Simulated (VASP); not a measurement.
Here is the system:

```yaml
crystal:
  lattice:
    - [0.00000, 2.44817, 2.44817]
    - [2.44817, 0.00000, 2.44817]
    - [2.44817, 2.44817, 0.00000]
  atoms:
    - { symbol: Y, position: [0.00000, 0.00000, 0.00000] }
    - { symbol: N, position: [0.50000, 0.50000, 0.50000] }
```

Computed with r2SCAN meta-GGA with spin-orbit coupling, VASP's PBE PAW potentials (set 64) (plane waves; VASP). Run with 520 eV cut-off, 8×8×8 Γ-centred mesh, Gaussian smearing of 0.050 eV, potentials Y_sv N.

Task: Give the energies of bands 11 to 23 at the high-symmetry points, in eV from the valence-band maximum.

Result: 
| band | Γ | X | U | L | W |
|---|---|---|---|---|---|
| 11 | -0.05 | -1.56 | -2.19 | -4.06 | -2.19 |
| 12 | -0.05 | -1.56 | -2.19 | -4.06 | -2.19 |
| 13 | 0.00 | -0.46 | -1.63 | -2.30 | -1.62 |
| 14 | 0.00 | -0.46 | -1.63 | -2.30 | -1.62 |
| 15 | 0.00 | -0.38 | -1.35 | -2.30 | -1.50 |
| 16 | 0.00 | -0.38 | -1.35 | -2.30 | -1.50 |
| 17 | 3.53 | 0.58 | 2.85 | 6.21 | 4.42 |
| 18 | 3.53 | 0.58 | 2.85 | 6.21 | 4.42 |
| 19 | 3.53 | 7.29 | 6.77 | 6.83 | 4.46 |
| 20 | 3.53 | 7.29 | 6.77 | 6.83 | 4.46 |
| 21 | 3.59 | 7.72 | 7.50 | 6.87 | 7.76 |
| 22 | 3.59 | 7.72 | 7.50 | 6.87 | 7.76 |
| 23 | 4.82 | 8.33 | 8.21 | 7.29 | 8.37 |

The gap is indirect, 0.58 eV, from the valence maximum at Γ to the conduction minimum at X.

The compound is YN in the rock salt structure. It was relaxed first.
